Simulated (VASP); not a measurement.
Input of a VASP 6.6.1 run:

The input INCAR:

```
SYSTEM = Mg3Cl2O
PREC = Accurate ; ENCUT = 520
EDIFF = 1E-7 ; ISMEAR = -1
SIGMA = 0.05 ; LREAL = .FALSE.
LASPH = .TRUE. ; NELM = 60
ALGO = Normal ; ISIF = 2
LWAVE = .FALSE. ; LCHARG = .TRUE.
GGA = PE ; LELF = .TRUE.
LVHAR = .TRUE. ; NBANDS = 22
```

KPOINTS

```
regular mesh
0
G
  6 6 6
  0 0 0
```

The input POSCAR:

```
Mg3Cl2O
1.0
    2.8356717700      1.6371758600      4.0981974200
   -2.8356717700      1.6371758600      4.0981974200
    0.0000000000     -3.2743517200      4.0981974200
Mg Cl O
3 2 1
Direct
    0.0000000000      0.5000000000      0.0000000000
    0.5000000000      0.0000000000      0.0000000000
    0.0000000000      0.0000000000      0.5000000000
    0.6300789700      0.6300789700      0.6300789700
    0.3699210300      0.3699210300      0.3699210300
    0.0000000000      0.0000000000      0.0000000000
```

Potentials or basis: VASP PAW PBE potentials, release 64 (Mg, Cl, O).

Command:

```console
$ cat potpaw_PBE.64/Mg/POTCAR potpaw_PBE.64/Cl/POTCAR potpaw_PBE.64/O/POTCAR > POTCAR
$ mpirun -np 1 vasp_std > vasp.out
```

What does it give for the pressure?

-2.3 GPa.

Predict the band gap on the k mesh.

none (metal or under the smearing width).

Forces on the atoms (eV/Å):
```
Mg   0.000  0.000  0.000
Mg   0.000  0.000  0.000
Mg   0.000  0.000  0.000
Cl   0.000  0.000 -0.457
Cl   0.000  0.000  0.457
O    0.000  0.000  0.000
```
